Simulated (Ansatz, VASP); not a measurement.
## Si2F in VASP and in Ansatz

```xyz
6
Lattice="3.8479 0.0000 0.0000 1.9239 -7.9246 0.0000 0.0000 0.0000 -2.7444" Properties=species:S:1:pos:R:3 pbc="T T T"
Si    3.8479   -4.4571   -2.0583
Si    1.9239   -3.4675   -0.6861
Si    1.9239   -1.2010   -2.0583
Si    3.8479   -6.7236   -0.6861
F     1.9239   -6.6998   -2.0583
F     3.8479   -1.2248   -0.6861
```

Alike in both runs: functional PBE; k mesh 5 × 5 × 5; occupations methfessel-paxton of order 1, width 0.029 eV; no spin polarisation.

Ansatz relaxed the structure, and its values are those at the end. VASP's run is a single point on that final structure, the one shown.

```csv
,VASP,Ansatz
version,VASP 6.6.1,Ansatz 0.2.0
potentials or method,"VASP PAW PBE potentials, release 64 (Si, F)",PAW plane waves
plane-wave cutoff (eV),520,420
valence electrons in the cell,30,30
```

Ansatz gave:

| Item | Value |
| --- | --- |
| pressure (GPa) | 0.0 |

Q: Estimate VASP's values.

A: Pressure (GPa): -0.1.

With one functional, cell and mesh, what is left measures potentials, basis and numerics.

Caveats: the k mesh is coarse (spacing up to 0.46 Å⁻¹), so the values aren't converged.
